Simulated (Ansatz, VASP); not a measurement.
# Ge (Germanium): VASP beside Ansatz

Wanted: the spread between two codes on one cell, functional and k mesh. The cell is taken from a series of runs on this material, whose earlier steps may have relaxed, scaled, displaced or heated it; both programs get it as it stands.

Calculated with Ansatz 0.2.0; plane waves, with VASP 6.6.1 beside it; zone-centre phonons at PBEsol.

## 1. Starting point

The structure is tetragonal, space group I4_1/amd (No. 141). Conventional cell: a = 4.036 Å, b = 4.036 Å, c = 5.562 Å, α = 90.00°, β = 90.00°, γ = 90.00°. Ge has 4 Ge at 2.45 Å nearest.

Structure file:

```
Ge
1.0
     0.00000    2.85410    2.78102
     2.85410    0.00000    2.78102
     2.85410    2.85410    0.00000
Ge
2
Direct
  0.49998 0.49998 0.49996
  0.75002 0.75002 0.75004
```

## 2. VASP: zone-centre phonons, PBEsol

Second derivatives magnify differences that forces hide, and they need a tight electronic threshold.

Lines of VASP's logs that name or quote its potential files are left out, and so is its time.

Contents of INCAR:

```
SYSTEM = Ge
PREC = Accurate
ENCUT = 500
EDIFF = 1E-08
NELM = 120
ISMEAR = 0
SIGMA = 0.015
LREAL = .FALSE.
ALGO = Normal
GGA = PS
NBANDS = 20
LORBIT = 11
LWAVE = .FALSE.
LCHARG = .FALSE.
ISIF = 2
ISYM = 2
IBRION = 8
LASPH = .TRUE.
GGA_COMPAT = .FALSE.
KPAR = 2
```

Contents of POSCAR:

```
Ge
1.0
    0.0000000000      2.8540950247      2.7810167541
    2.8540950247      0.0000000000      2.7810167541
    2.8540950247      2.8540950247      0.0000000000
Ge
2
Direct
    0.4999802973      0.4999802973      0.4999606294
    0.7500197027      0.7500197027      0.7500393706
```

Contents of KPOINTS:

```
Points of the shifted mesh
1728
Reciprocal
 0.0416666667  0.0416666667  0.0416666667 1
 0.0416666667  0.0416666667  0.1250000000 1
 0.0416666667  0.0416666667  0.2083333333 1
 0.0416666667  0.0416666667  0.2916666667 1
 0.0416666667  0.0416666667  0.3750000000 1
 0.0416666667  0.0416666667  0.4583333333 1
 0.0416666667  0.0416666667  0.5416666667 1
 0.0416666667  0.0416666667  0.6250000000 1
 0.0416666667  0.0416666667  0.7083333333 1
 0.0416666667  0.0416666667  0.7916666667 1
 0.0416666667  0.0416666667  0.8750000000 1
 0.0416666667  0.0416666667  0.9583333333 1
 0.0416666667  0.1250000000  0.0416666667 1
 0.0416666667  0.1250000000  0.1250000000 1
 0.0416666667  0.1250000000  0.2083333333 1
 0.0416666667  0.1250000000  0.2916666667 1
 0.0416666667  0.1250000000  0.3750000000 1
 0.0416666667  0.1250000000  0.4583333333 1
 0.0416666667  0.1250000000  0.5416666667 1
 0.0416666667  0.1250000000  0.6250000000 1
 0.0416666667  0.1250000000  0.7083333333 1
 0.0416666667  0.1250000000  0.7916666667 1
 0.0416666667  0.1250000000  0.8750000000 1
 0.0416666667  0.1250000000  0.9583333333 1
 0.0416666667  0.2083333333  0.0416666667 1
 0.0416666667  0.2083333333  0.1250000000 1
 0.0416666667  0.2083333333  0.2083333333 1
 0.0416666667  0.2083333333  0.2916666667 1
 0.0416666667  0.2083333333  0.3750000000 1
 0.0416666667  0.2083333333  0.4583333333 1
 0.0416666667  0.2083333333  0.5416666667 1
 0.0416666667  0.2083333333  0.6250000000 1
 0.0416666667  0.2083333333  0.7083333333 1
 0.0416666667  0.2083333333  0.7916666667 1
 0.0416666667  0.2083333333  0.8750000000 1
 0.0416666667  0.2083333333  0.9583333333 1
 0.0416666667  0.2916666667  0.0416666667 1
 0.0416666667  0.2916666667  0.1250000000 1
 0.0416666667  0.2916666667  0.2083333333 1
 0.0416666667  0.2916666667  0.2916666667 1
 0.0416666667  0.2916666667  0.3750000000 1
 0.0416666667  0.2916666667  0.4583333333 1
 0.0416666667  0.2916666667  0.5416666667 1
 0.0416666667  0.2916666667  0.6250000000 1
 0.0416666667  0.2916666667  0.7083333333 1
 0.0416666667  0.2916666667  0.7916666667 1
 0.0416666667  0.2916666667  0.8750000000 1
 0.0416666667  0.2916666667  0.9583333333 1
 0.0416666667  0.3750000000  0.0416666667 1
 0.0416666667  0.3750000000  0.1250000000 1
 0.0416666667  0.3750000000  0.2083333333 1
 0.0416666667  0.3750000000  0.2916666667 1
 0.0416666667  0.3750000000  0.3750000000 1
 0.0416666667  0.3750000000  0.4583333333 1
 0.0416666667  0.3750000000  0.5416666667 1
 0.0416666667  0.3750000000  0.6250000000 1
 0.0416666667  0.3750000000  0.7083333333 1
 0.0416666667  0.3750000000  0.7916666667 1
 0.0416666667  0.3750000000  0.8750000000 1
 0.0416666667  0.3750000000  0.9583333333 1
 0.0416666667  0.4583333333  0.0416666667 1
 0.0416666667  0.4583333333  0.1250000000 1
 0.0416666667  0.4583333333  0.2083333333 1
 0.0416666667  0.4583333333  0.2916666667 1
 0.0416666667  0.4583333333  0.3750000000 1
 0.0416666667  0.4583333333  0.4583333333 1
 0.0416666667  0.4583333333  0.5416666667 1
 0.0416666667  0.4583333333  0.6250000000 1
 0.0416666667  0.4583333333  0.7083333333 1
 0.0416666667  0.4583333333  0.7916666667 1
 0.0416666667  0.4583333333  0.8750000000 1
 0.0416666667  0.4583333333  0.9583333333 1
 0.0416666667  0.5416666667  0.0416666667 1
 0.0416666667  0.5416666667  0.1250000000 1
 0.0416666667  0.5416666667  0.2083333333 1
 0.0416666667  0.5416666667  0.2916666667 1
 0.0416666667  0.5416666667  0.3750000000 1
 0.0416666667  0.5416666667  0.4583333333 1
 0.0416666667  0.5416666667  0.5416666667 1
 0.0416666667  0.5416666667  0.6250000000 1
 0.0416666667  0.5416666667  0.7083333333 1
 0.0416666667  0.5416666667  0.7916666667 1
 0.0416666667  0.5416666667  0.8750000000 1
 0.0416666667  0.5416666667  0.9583333333 1
 0.0416666667  0.6250000000  0.0416666667 1
 0.0416666667  0.6250000000  0.1250000000 1
 0.0416666667  0.6250000000  0.2083333333 1
 0.0416666667  0.6250000000  0.2916666667 1
 0.0416666667  0.6250000000  0.3750000000 1
 0.0416666667  0.6250000000  0.4583333333 1
 0.0416666667  0.6250000000  0.5416666667 1
 0.0416666667  0.6250000000  0.6250000000 1
 0.0416666667  0.6250000000  0.7083333333 1
 0.0416666667  0.6250000000  0.7916666667 1
 0.0416666667  0.6250000000  0.8750000000 1
 0.0416666667  0.6250000000  0.9583333333 1
 0.0416666667  0.7083333333  0.0416666667 1
 0.0416666667  0.7083333333  0.1250000000 1
 0.0416666667  0.7083333333  0.2083333333 1
 0.0416666667  0.7083333333  0.2916666667 1
 0.0416666667  0.7083333333  0.3750000000 1
 0.0416666667  0.7083333333  0.4583333333 1
 0.0416666667  0.7083333333  0.5416666667 1
 0.0416666667  0.7083333333  0.6250000000 1
 0.0416666667  0.7083333333  0.7083333333 1
 0.0416666667  0.7083333333  0.7916666667 1
 0.0416666667  0.7083333333  0.8750000000 1
 0.0416666667  0.7083333333  0.9583333333 1
 0.0416666667  0.7916666667  0.0416666667 1
 0.0416666667  0.7916666667  0.1250000000 1
 0.0416666667  0.7916666667  0.2083333333 1
 0.0416666667  0.7916666667  0.2916666667 1
[... 1390 lines left out ...]
 0.8750000000  0.4583333333  0.1250000000 1
 0.8750000000  0.4583333333  0.2083333333 1
 0.8750000000  0.4583333333  0.2916666667 1
 0.8750000000  0.4583333333  0.3750000000 1
 0.8750000000  0.4583333333  0.4583333333 1
 0.8750000000  0.4583333333  0.5416666667 1
 0.8750000000  0.4583333333  0.6250000000 1
 0.8750000000  0.4583333333  0.7083333333 1
 0.8750000000  0.4583333333  0.7916666667 1
 0.8750000000  0.4583333333  0.8750000000 1
 0.8750000000  0.4583333333  0.9583333333 1
 0.8750000000  0.5416666667  0.0416666667 1
 0.8750000000  0.5416666667  0.1250000000 1
 0.8750000000  0.5416666667  0.2083333333 1
 0.8750000000  0.5416666667  0.2916666667 1
 0.8750000000  0.5416666667  0.3750000000 1
 0.8750000000  0.5416666667  0.4583333333 1
 0.8750000000  0.5416666667  0.5416666667 1
 0.8750000000  0.5416666667  0.6250000000 1
 0.8750000000  0.5416666667  0.7083333333 1
 0.8750000000  0.5416666667  0.7916666667 1
 0.8750000000  0.5416666667  0.8750000000 1
 0.8750000000  0.5416666667  0.9583333333 1
 0.8750000000  0.6250000000  0.0416666667 1
 0.8750000000  0.6250000000  0.1250000000 1
 0.8750000000  0.6250000000  0.2083333333 1
 0.8750000000  0.6250000000  0.2916666667 1
 0.8750000000  0.6250000000  0.3750000000 1
 0.8750000000  0.6250000000  0.4583333333 1
 0.8750000000  0.6250000000  0.5416666667 1
 0.8750000000  0.6250000000  0.6250000000 1
 0.8750000000  0.6250000000  0.7083333333 1
 0.8750000000  0.6250000000  0.7916666667 1
 0.8750000000  0.6250000000  0.8750000000 1
 0.8750000000  0.6250000000  0.9583333333 1
 0.8750000000  0.7083333333  0.0416666667 1
 0.8750000000  0.7083333333  0.1250000000 1
 0.8750000000  0.7083333333  0.2083333333 1
 0.8750000000  0.7083333333  0.2916666667 1
 0.8750000000  0.7083333333  0.3750000000 1
 0.8750000000  0.7083333333  0.4583333333 1
 0.8750000000  0.7083333333  0.5416666667 1
 0.8750000000  0.7083333333  0.6250000000 1
 0.8750000000  0.7083333333  0.7083333333 1
 0.8750000000  0.7083333333  0.7916666667 1
 0.8750000000  0.7083333333  0.8750000000 1
 0.8750000000  0.7083333333  0.9583333333 1
 0.8750000000  0.7916666667  0.0416666667 1
 0.8750000000  0.7916666667  0.1250000000 1
 0.8750000000  0.7916666667  0.2083333333 1
 0.8750000000  0.7916666667  0.2916666667 1
 0.8750000000  0.7916666667  0.3750000000 1
 0.8750000000  0.7916666667  0.4583333333 1
 0.8750000000  0.7916666667  0.5416666667 1
 0.8750000000  0.7916666667  0.6250000000 1
 0.8750000000  0.7916666667  0.7083333333 1
 0.8750000000  0.7916666667  0.7916666667 1
 0.8750000000  0.7916666667  0.8750000000 1
 0.8750000000  0.7916666667  0.9583333333 1
 0.8750000000  0.8750000000  0.0416666667 1
 0.8750000000  0.8750000000  0.1250000000 1
 0.8750000000  0.8750000000  0.2083333333 1
 0.8750000000  0.8750000000  0.2916666667 1
 0.8750000000  0.8750000000  0.3750000000 1
 0.8750000000  0.8750000000  0.4583333333 1
 0.8750000000  0.8750000000  0.5416666667 1
 0.8750000000  0.8750000000  0.6250000000 1
 0.8750000000  0.8750000000  0.7083333333 1
 0.8750000000  0.8750000000  0.7916666667 1
 0.8750000000  0.8750000000  0.8750000000 1
 0.8750000000  0.8750000000  0.9583333333 1
 0.8750000000  0.9583333333  0.0416666667 1
 0.8750000000  0.9583333333  0.1250000000 1
 0.8750000000  0.9583333333  0.2083333333 1
 0.8750000000  0.9583333333  0.2916666667 1
 0.8750000000  0.9583333333  0.3750000000 1
 0.8750000000  0.9583333333  0.4583333333 1
 0.8750000000  0.9583333333  0.5416666667 1
 0.8750000000  0.9583333333  0.6250000000 1
 0.8750000000  0.9583333333  0.7083333333 1
 0.8750000000  0.9583333333  0.7916666667 1
 0.8750000000  0.9583333333  0.8750000000 1
 0.8750000000  0.9583333333  0.9583333333 1
 0.9583333333  0.0416666667  0.0416666667 1
 0.9583333333  0.0416666667  0.1250000000 1
 0.9583333333  0.0416666667  0.2083333333 1
 0.9583333333  0.0416666667  0.2916666667 1
 0.9583333333  0.0416666667  0.3750000000 1
 0.9583333333  0.0416666667  0.4583333333 1
 0.9583333333  0.0416666667  0.5416666667 1
 0.9583333333  0.0416666667  0.6250000000 1
 0.9583333333  0.0416666667  0.7083333333 1
 0.9583333333  0.0416666667  0.7916666667 1
 0.9583333333  0.0416666667  0.8750000000 1
 0.9583333333  0.0416666667  0.9583333333 1
 0.9583333333  0.1250000000  0.0416666667 1
 0.9583333333  0.1250000000  0.1250000000 1
 0.9583333333  0.1250000000  0.2083333333 1
 0.9583333333  0.1250000000  0.2916666667 1
 0.9583333333  0.1250000000  0.3750000000 1
 0.9583333333  0.1250000000  0.4583333333 1
 0.9583333333  0.1250000000  0.5416666667 1
 0.9583333333  0.1250000000  0.6250000000 1
 0.9583333333  0.1250000000  0.7083333333 1
 0.9583333333  0.1250000000  0.7916666667 1
 0.9583333333  0.1250000000  0.8750000000 1
 0.9583333333  0.1250000000  0.9583333333 1
 0.9583333333  0.2083333333  0.0416666667 1
 0.9583333333  0.2083333333  0.1250000000 1
 0.9583333333  0.2083333333  0.2083333333 1
 0.9583333333  0.2083333333  0.2916666667 1
 0.9583333333  0.2083333333  0.3750000000 1
 0.9583333333  0.2083333333  0.4583333333 1
 0.9583333333  0.2083333333  0.5416666667 1
 0.9583333333  0.2083333333  0.6250000000 1
 0.9583333333  0.2083333333  0.7083333333 1
 0.9583333333  0.2083333333  0.7916666667 1
 0.9583333333  0.2083333333  0.8750000000 1
 0.9583333333  0.2083333333  0.9583333333 1
 0.9583333333  0.2916666667  0.0416666667 1
 0.9583333333  0.2916666667  0.1250000000 1
 0.9583333333  0.2916666667  0.2083333333 1
 0.9583333333  0.2916666667  0.2916666667 1
 0.9583333333  0.2916666667  0.3750000000 1
 0.9583333333  0.2916666667  0.4583333333 1
 0.9583333333  0.2916666667  0.5416666667 1
 0.9583333333  0.2916666667  0.6250000000 1
 0.9583333333  0.2916666667  0.7083333333 1
 0.9583333333  0.2916666667  0.7916666667 1
 0.9583333333  0.2916666667  0.8750000000 1
 0.9583333333  0.2916666667  0.9583333333 1
 0.9583333333  0.3750000000  0.0416666667 1
 0.9583333333  0.3750000000  0.1250000000 1
 0.9583333333  0.3750000000  0.2083333333 1
 0.9583333333  0.3750000000  0.2916666667 1
 0.9583333333  0.3750000000  0.3750000000 1
 0.9583333333  0.3750000000  0.4583333333 1
 0.9583333333  0.3750000000  0.5416666667 1
 0.9583333333  0.3750000000  0.6250000000 1
 0.9583333333  0.3750000000  0.7083333333 1
 0.9583333333  0.3750000000  0.7916666667 1
 0.9583333333  0.3750000000  0.8750000000 1
 0.9583333333  0.3750000000  0.9583333333 1
 0.9583333333  0.4583333333  0.0416666667 1
 0.9583333333  0.4583333333  0.1250000000 1
 0.9583333333  0.4583333333  0.2083333333 1
 0.9583333333  0.4583333333  0.2916666667 1
 0.9583333333  0.4583333333  0.3750000000 1
 0.9583333333  0.4583333333  0.4583333333 1
 0.9583333333  0.4583333333  0.5416666667 1
 0.9583333333  0.4583333333  0.6250000000 1
 0.9583333333  0.4583333333  0.7083333333 1
 0.9583333333  0.4583333333  0.7916666667 1
 0.9583333333  0.4583333333  0.8750000000 1
 0.9583333333  0.4583333333  0.9583333333 1
 0.9583333333  0.5416666667  0.0416666667 1
 0.9583333333  0.5416666667  0.1250000000 1
 0.9583333333  0.5416666667  0.2083333333 1
 0.9583333333  0.5416666667  0.2916666667 1
 0.9583333333  0.5416666667  0.3750000000 1
 0.9583333333  0.5416666667  0.4583333333 1
 0.9583333333  0.5416666667  0.5416666667 1
 0.9583333333  0.5416666667  0.6250000000 1
 0.9583333333  0.5416666667  0.7083333333 1
 0.9583333333  0.5416666667  0.7916666667 1
 0.9583333333  0.5416666667  0.8750000000 1
 0.9583333333  0.5416666667  0.9583333333 1
 0.9583333333  0.6250000000  0.0416666667 1
 0.9583333333  0.6250000000  0.1250000000 1
 0.9583333333  0.6250000000  0.2083333333 1
 0.9583333333  0.6250000000  0.2916666667 1
 0.9583333333  0.6250000000  0.3750000000 1
 0.9583333333  0.6250000000  0.4583333333 1
 0.9583333333  0.6250000000  0.5416666667 1
 0.9583333333  0.6250000000  0.6250000000 1
 0.9583333333  0.6250000000  0.7083333333 1
 0.9583333333  0.6250000000  0.7916666667 1
 0.9583333333  0.6250000000  0.8750000000 1
 0.9583333333  0.6250000000  0.9583333333 1
 0.9583333333  0.7083333333  0.0416666667 1
 0.9583333333  0.7083333333  0.1250000000 1
 0.9583333333  0.7083333333  0.2083333333 1
 0.9583333333  0.7083333333  0.2916666667 1
 0.9583333333  0.7083333333  0.3750000000 1
 0.9583333333  0.7083333333  0.4583333333 1
 0.9583333333  0.7083333333  0.5416666667 1
 0.9583333333  0.7083333333  0.6250000000 1
 0.9583333333  0.7083333333  0.7083333333 1
 0.9583333333  0.7083333333  0.7916666667 1
 0.9583333333  0.7083333333  0.8750000000 1
 0.9583333333  0.7083333333  0.9583333333 1
 0.9583333333  0.7916666667  0.0416666667 1
 0.9583333333  0.7916666667  0.1250000000 1
 0.9583333333  0.7916666667  0.2083333333 1
 0.9583333333  0.7916666667  0.2916666667 1
 0.9583333333  0.7916666667  0.3750000000 1
 0.9583333333  0.7916666667  0.4583333333 1
 0.9583333333  0.7916666667  0.5416666667 1
 0.9583333333  0.7916666667  0.6250000000 1
 0.9583333333  0.7916666667  0.7083333333 1
 0.9583333333  0.7916666667  0.7916666667 1
 0.9583333333  0.7916666667  0.8750000000 1
 0.9583333333  0.7916666667  0.9583333333 1
 0.9583333333  0.8750000000  0.0416666667 1
 0.9583333333  0.8750000000  0.1250000000 1
 0.9583333333  0.8750000000  0.2083333333 1
 0.9583333333  0.8750000000  0.2916666667 1
 0.9583333333  0.8750000000  0.3750000000 1
 0.9583333333  0.8750000000  0.4583333333 1
 0.9583333333  0.8750000000  0.5416666667 1
 0.9583333333  0.8750000000  0.6250000000 1
 0.9583333333  0.8750000000  0.7083333333 1
 0.9583333333  0.8750000000  0.7916666667 1
 0.9583333333  0.8750000000  0.8750000000 1
 0.9583333333  0.8750000000  0.9583333333 1
 0.9583333333  0.9583333333  0.0416666667 1
 0.9583333333  0.9583333333  0.1250000000 1
 0.9583333333  0.9583333333  0.2083333333 1
 0.9583333333  0.9583333333  0.2916666667 1
 0.9583333333  0.9583333333  0.3750000000 1
 0.9583333333  0.9583333333  0.4583333333 1
 0.9583333333  0.9583333333  0.5416666667 1
 0.9583333333  0.9583333333  0.6250000000 1
 0.9583333333  0.9583333333  0.7083333333 1
 0.9583333333  0.9583333333  0.7916666667 1
 0.9583333333  0.9583333333  0.8750000000 1
 0.9583333333  0.9583333333  0.9583333333 1
```

PAW data sets: Ge_d (PBE family, release 64).

Command:

```console
$ mpirun -np 2 vasp_std
```

Numbers of over 12 decimals in the logs are rounded to 6 here.

Output:

```text
[banner, memory and clock lines left out]
running    2 mpi-ranks, on    1 nodes
[...]
|                                                                             |
|               ----> ADVICE to this user running VASP <----                  |
|                                                                             |
|     You enforced a specific xc type in the INCAR file but a different       |
|     [... a line on the potential file left out ...]
|     I HOPE YOU KNOW WHAT YOU ARE DOING!                                     |
|                                                                             |

 LDA part: xc-table for (Slater+PW92), standard interpolation
 POSCAR, INCAR and KPOINTS ok, starting setup
[...]
entering main loop
       N       E                     dE             d eps       ncg     rms          rms(c)
DAV:   1     0.182285282446E+03    0.18229E+03   -0.14621E+04 74424   0.374E+03
DAV:   2     0.155990817983E+02   -0.16669E+03   -0.16223E+03 69300   0.585E+02
DAV:   3    -0.921359941209E+01   -0.24813E+02   -0.24636E+02 77780   0.144E+02
DAV:   4    -0.100081704853E+02   -0.79457E+00   -0.79400E+00 78100   0.304E+01
DAV:   5    -0.100212802537E+02   -0.13110E-01   -0.13109E-01 77464   0.427E+00    0.325E+00
DAV:   6    -0.991796939003E+01    0.10331E+00   -0.37012E-02 91112   0.239E+00    0.185E+00
DAV:   7    -0.986863293881E+01    0.49336E-01   -0.61132E-02 72912   0.254E+00    0.156E-01
DAV:   8    -0.986964191161E+01   -0.10090E-02   -0.69254E-03 78332   0.120E+00    0.514E-02
[...]
DAV:  12    -0.986975898611E+01    0.41021E-06   -0.84020E-07 91964   0.181E-02    0.282E-04
DAV:  13    -0.986975896159E+01    0.24525E-07   -0.17832E-08 65816   0.138E-03    0.127E-04
DAV:  14    -0.986975893963E+01    0.21962E-07   -0.44132E-09 46248   0.128E-03    0.274E-05
DAV:  15    -0.986975894015E+01   -0.52387E-09   -0.73579E-10 39828   0.393E-04
   1 F= -.98697589E+01 E0= -.98697589E+01  d E =-.143654E-09
 Linear response reoptimize wavefunctions to high precision
DAV:   1    -0.986975894256E+01   -0.24129E-08   -0.20873E-10 41996   0.203E-04
DAV:   2    -0.986975894256E+01   -0.18190E-11   -0.59798E-11 38308   0.101E-04
 Linear response DOF=           2
 Linear response progress:
  Degree of freedom:   1/  2
       N       E                     dE             d eps       ncg     rms          rms(c)
RMM:   1    -0.186761563920E+00   -0.18676E+00    0.83327E+00 84376   0.448E+01
RMM:   2    -0.193919582953E+00   -0.71580E-02   -0.13012E-02111381   0.109E+00    0.743E-02
RMM:   3    -0.193939996393E+00   -0.20413E-04   -0.94786E-04118768   0.318E-01    0.430E-02
RMM:   4    -0.193836861133E+00    0.10314E-03   -0.62141E-05126614   0.806E-02    0.469E-03
RMM:   5    -0.193838510254E+00   -0.16491E-05   -0.37540E-06121874   0.177E-02    0.245E-03
RMM:   6    -0.193845545473E+00   -0.70352E-05   -0.20475E-07123597   0.497E-03    0.305E-04
RMM:   7    -0.193844462591E+00    0.10829E-05   -0.33835E-08127356   0.155E-03    0.191E-04
RMM:   8    -0.193843257063E+00    0.12055E-05   -0.23800E-09128798   0.558E-04    0.409E-05
RMM:   9    -0.193843177584E+00    0.79479E-07   -0.44757E-09130056   0.231E-04    0.203E-05
RMM:  10    -0.193843335315E+00   -0.15773E-06   -0.12575E-08130224   0.102E-04    0.540E-06
RMM:  11    -0.193843354071E+00   -0.18756E-07   -0.15107E-08129808   0.548E-05    0.299E-06
RMM:  12    -0.193843377724E+00   -0.23653E-07   -0.15317E-08128408   0.347E-05    0.176E-06
RMM:  13    -0.193843392241E+00   -0.14517E-07   -0.31352E-10114326   0.260E-05    0.492E-07
RMM:  14    -0.193843396203E+00   -0.39621E-08   -0.29765E-09100526   0.219E-05    0.110E-07
 first order change of Fermi-energy   0.22177E+01
 force on displaced ion       1 direction 1 : -11.354  -0.006   0.003
 Linear response progress:
  Degree of freedom:   2/  2
       N       E                     dE             d eps       ncg     rms          rms(c)
RMM:   1    -0.186484487542E+00   -0.18648E+00    0.84894E+00 84156   0.452E+01
RMM:   2    -0.193686779678E+00   -0.72023E-02   -0.13303E-02111961   0.109E+00    0.727E-02
RMM:   3    -0.193697050156E+00   -0.10270E-04   -0.91427E-04118610   0.311E-01    0.421E-02
RMM:   4    -0.193590783584E+00    0.10627E-03   -0.63241E-05126807   0.804E-02    0.481E-03
RMM:   5    -0.193592548533E+00   -0.17649E-05   -0.35655E-06121921   0.175E-02    0.239E-03
RMM:   6    -0.193599614871E+00   -0.70663E-05   -0.22949E-07124518   0.496E-03    0.329E-04
RMM:   7    -0.193598746199E+00    0.86867E-06   -0.32888E-08127133   0.150E-03    0.198E-04
RMM:   8    -0.193597835979E+00    0.91022E-06   -0.38988E-09129560   0.537E-04    0.425E-05
RMM:   9    -0.193597723973E+00    0.11201E-06   -0.10072E-10129384   0.223E-04    0.185E-05
RMM:  10    -0.193597852797E+00   -0.12882E-06   -0.25020E-09129971   0.995E-05    0.548E-06
RMM:  11    -0.193597880910E+00   -0.28113E-07   -0.13658E-08129762   0.539E-05    0.263E-06
RMM:  12    -0.193597901182E+00   -0.20272E-07   -0.14641E-08127750   0.348E-05    0.179E-06
RMM:  13    -0.193597916914E+00   -0.15731E-07   -0.45921E-09116695   0.266E-05    0.452E-07
RMM:  14    -0.193597921756E+00   -0.48421E-08   -0.17671E-09102861   0.226E-05    0.413E-08
 first order change of Fermi-energy   0.89856E-01
 force on displaced ion       1 direction 3 :   0.003   0.003 -11.271
 Linear response finished
```

(Continued in part 2 of 2.)

[Lines on the potential files, build, host, timing and source positions are cut from VASP's logs without a mark.]

[Logs are printed without paths, hosts, clocks, repeated set-up lines and the standing remarks that a program may print on its own settings, such as how far it seeks lower states.]

[Hosts, paths, dates, database ids (printed as entryN), source tags and the programs' standing remarks are cut or masked in the printed files.]
